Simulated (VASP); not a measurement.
```
CELL_PARAMETERS angstrom
      0.00000     1.80660     1.80660
      1.80660     0.00000     1.80660
      1.80660     1.80660     0.00000
ATOMIC_POSITIONS crystal
  Cu 0.00000 0.00000 0.00000
```

Calculation: PBE GGA with D4 dispersion, VASP's PBE PAW potentials (set 64) (plane waves; VASP). Run with 520 eV cut-off, 17×17×17 Γ-centred mesh, first-order Methfessel-Paxton smearing of 0.10 eV, potentials Cu.

Q: Give the stress tensor in GPa (positive for a compressed cell).

A: 
```
-4.77   0.00   0.00
 0.00  -4.77   0.00
 0.00   0.00  -4.77
```
The pressure is its mean diagonal, -4.77 GPa.

The compound is Cu in the fcc structure. This cell is one point of a volume scan, at 1.03 of the reference volume.
